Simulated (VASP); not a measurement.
```
CELL_PARAMETERS angstrom
      3.50317     0.00000     0.00000
     -1.75158     3.03383     0.00000
      0.00000     0.00000     7.67578
ATOMIC_POSITIONS crystal
  Ta 0.00000 0.00000 0.00000
  Ta 0.00000 0.00000 0.50000
  Sb 0.33333 0.66667 0.25000
  Sb 0.66667 0.33333 0.75000
```

These are PBEsol GGA, VASP's PBE PAW potentials (set 64) (plane waves; VASP) values and carry that method's errors. Settings: 400 eV cut-off, 11×11×5 Γ-centred mesh, tetrahedra with Blöchl corrections, potentials Ta_pv Sb.

The cores are frozen, which limits the accuracy of field gradients.

Q: Give the principal components of the electric field gradient (V/Å²) and the asymmetry η at each nucleus.

A: 
```
atom    Vxx    Vyy    Vzz     η
----  -----  -----  -----  ----
Ta1   -10.7  -10.7   21.3  0.00
Ta2   -10.7  -10.7   21.3  0.00
Sb3    24.8   24.8  -49.6  0.00
Sb4    24.8   24.8  -49.6  0.00
```

The structure was generated: TaSb was put into the NiAs type type (P6_3/mmc), which need not be its known phase. It was relaxed first, which changed the volume by -43 %.
